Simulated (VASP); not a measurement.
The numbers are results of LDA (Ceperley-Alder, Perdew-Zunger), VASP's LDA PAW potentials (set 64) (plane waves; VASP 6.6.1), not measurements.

The input files of a VASP run:

File KPOINTS:
```
Automatic mesh
0
gamma
10 10 7
```

**POSCAR**
```
NiSb
1
    1.9397678332    -3.3597765988     0.0000000000
    1.9397678332     3.3597765988    -0.0000000000
   -0.0000000000    -0.0000000000     5.0312307072
Ni Sb
2 2
Direct
  0.0000000000   0.0000000000   0.5000000000
  0.0000000000   0.0000000000   1.0000000000
  0.3333330000   0.6666670000   0.2500000000
  0.6666670000   0.3333330000   0.7500000000
```

INCAR:
```
SYSTEM = NiSb
PREC = Accurate; ENCUT = 400; LREAL = .FALSE.
LASPH = .TRUE.
EDIFF = 1E-7; NELM = 100; ALGO = Normal
LMAXMIX = 4
ISMEAR = -5
ISIF = 2
LWAVE = .FALSE.; LCHARG = .TRUE.; LORBIT = 11
NEDOS = 601
LEFG = .TRUE.
```

POTCAR, in this order: Ni Sb (LDA.64 set). Program: vasp_std.

Output of the run:

**OSZICAR**
```
       N       E                     dE             d eps       ncg     rms          rms(c)
DAV:   1     0.153951805225E+03    0.15395E+03   -0.10671E+04  2128   0.134E+03
DAV:   2    -0.173525345362E+02   -0.17130E+03   -0.16702E+03  2149   0.303E+02
DAV:   3    -0.254459861933E+02   -0.80935E+01   -0.78567E+01  2428   0.808E+01
DAV:   4    -0.256753061166E+02   -0.22932E+00   -0.22844E+00  2410   0.134E+01
DAV:   5    -0.256834403872E+02   -0.81343E-02   -0.81420E-02  2606   0.260E+00    0.138E+01
DAV:   6    -0.277374884528E+02   -0.20540E+01   -0.33129E+01  2308   0.108E+02    0.160E+01
DAV:   7    -0.241823599560E+02    0.35551E+01   -0.12345E+01  2324   0.760E+01    0.424E+00
DAV:   8    -0.242201999034E+02   -0.37840E-01   -0.13982E+00  2887   0.977E+00    0.258E+00
DAV:   9    -0.241557731056E+02    0.64427E-01   -0.26373E-01  2398   0.908E+00    0.620E-01
DAV:  10    -0.241563647226E+02   -0.59162E-03   -0.98656E-03  2316   0.936E-01    0.449E-01
DAV:  11    -0.241557092313E+02    0.65549E-03   -0.56725E-04  2546   0.224E-01    0.155E-01
DAV:  12    -0.241555307961E+02    0.17844E-03   -0.54416E-04  3147   0.379E-01    0.235E-02
DAV:  13    -0.241555382849E+02   -0.74888E-05   -0.77859E-05  2633   0.729E-02    0.309E-02
DAV:  14    -0.241555355731E+02    0.27119E-05   -0.17025E-06  2695   0.149E-02    0.121E-02
DAV:  15    -0.241555350564E+02    0.51663E-06   -0.29195E-07  1787   0.486E-03    0.257E-03
DAV:  16    -0.241555344739E+02    0.58251E-06   -0.13520E-07  1220   0.496E-03    0.714E-04
DAV:  17    -0.241555342572E+02    0.21674E-06   -0.96087E-08  1173   0.224E-03    0.354E-04
DAV:  18    -0.241555342081E+02    0.49124E-07   -0.15303E-08  1130   0.150E-03
   1 F= -.24155534E+02 E0= -.24155534E+02  d E =0.000000E+00
```

**OUTCAR**
```
------------------------ aborting loop because EDIFF is reached ----------------------------------------
  FORCE on cell =-STRESS in cart. coord.  units (eV):
  Direction    XX          YY          ZZ          XY          YZ          ZX
  --------------------------------------------------------------------------------------
  Total       -0.0755734     -0.0755734      0.0025382      0.0000000     -0.0000000      0.0000000
  in kB       -1.8463548     -1.8463549      0.0620105      0.0000000     -0.0000000      0.0000000
  external PRESSURE =      -1.2102330 kB  Pullay stress =       0.0000000 kB
  volume of cell :       65.58
      direct lattice vectors                 reciprocal lattice vectors
     1.939767833 -3.359776599  0.000000000     0.257762806 -0.148819419  0.000000000
     1.939767833  3.359776599  0.000000000     0.257762806  0.148819419  0.000000000
     0.000000000  0.000000000  5.031230707     0.000000000  0.000000000  0.198758526
 POSITION                                       TOTAL-FORCE (eV/Angst)
 -----------------------------------------------------------------------------------
      0.00000      0.00000      2.51562         0.000000     -0.000000      0.000000
      0.00000      0.00000      0.00000        -0.000000     -0.000000      0.000000
      1.93977      1.11993      1.25781         0.000000      0.000000      0.000000
      1.93977     -1.11993      3.77342         0.000000     -0.000000      0.000000
 -----------------------------------------------------------------------------------
    total drift:                                0.000000      0.000000      0.000000
  FREE ENERGIE OF THE ION-ELECTRON SYSTEM (eV)
  ---------------------------------------------------
  free  energy   TOTEN  =       -24.1555342081 eV

  energy  without entropy=      -24.1555342081  energy(sigma->0) =      -24.15553421

 total charge

# of ion       s       p       d       tot
------------------------------------------
    1        0.471   0.527   8.502   9.500
    2        0.471   0.527   8.502   9.500
    3        1.136   1.259   0.089   2.483
    4        1.136   1.259   0.089   2.483
--------------------------------------------------
tot          3.214   3.571  17.182  23.967

 Electric field gradients after diagonalization (V/A^2)
 (convention: |V_zz| > |V_xx| > |V_yy|)
----------------------------------------------------------------------
 ion       V_xx      V_yy      V_zz     asymmetry (V_yy - V_xx)/ V_zz
----------------------------------------------------------------------
   1      12.657    12.652   -25.309       0.000
   2      12.657    12.652   -25.309       0.000
   3     -42.156   -42.155    84.311       0.000
   4     -42.156   -42.155    84.311       0.000
```
(Selected blocks of OUTCAR.)

OUTCAR:
```
 val. band max:       10.5221181052   @ k =   0.1000   0.0000   0.1429

 cond. band min:      10.4568044991   @ k =   0.4000   0.0000   0.0000


 Fermi energy:        10.5542648509

 k-point     1 :       0.0000    0.0000    0.0000
  band No.  band energies     occupation
      1      -2.8148      2.00000
      2       2.0381      2.00000
      3       4.0441      2.00000
      4       6.3445      2.00000
      5       6.3445      2.00000
      6       7.1247      2.00000
      7       7.7712      2.00000
      8       7.7712      2.00000
      9       8.2596      2.00000
     10       8.2596      2.00000
     11       9.1046      2.00000
     12       9.1046      2.00000
     13      10.5220      2.00000
     14      11.1394     -0.75958
     15      11.1394      0.00000
     16      13.1209      0.00000
     17      13.1209      0.00000
     18      13.7029      0.00000
     19      14.7660      0.00000

 k-point     2 :       0.1000    0.0000    0.0000
  band No.  band energies     occupation
      1      -2.6841      2.00000
      2       2.0230      2.00000
      3       4.1910      2.00000
      4       6.3259      2.00000
      5       6.3742      2.00000
      6       7.0797      2.00000
      7       7.6712      2.00000
      8       7.7181      2.00000
      9       8.1808      2.00000
     10       8.2829      2.00000
     11       9.0976      2.00000
     12       9.1059      2.00000
     13      10.2258      2.00000
     14      10.4780      1.64567
     15      10.6826      0.29880
     16      12.4967      0.00000
     17      13.5386      0.00000
     18      14.5415      0.00000
     19      14.8905      0.00000

 k-point     3 :       0.2000    0.0000    0.0000
  band No.  band energies     occupation
      1      -2.2970      2.00000
      2       1.9439      2.00000
      3       4.6234      2.00000
      4       6.1343      2.00000
      5       6.4589      2.00000
      6       6.8849      2.00000
      7       7.4551      2.00000
...
```

For a metal the tetrahedron method with Blöchl corrections gives inexact stress and forces. Unless said otherwise, spin-orbit coupling is left out, though it shifts the bands of the heavy elements here.

The compound is NiSb in the NiAs type structure. It was relaxed first. The run is not spin-polarised, so no magnetic state was tried.
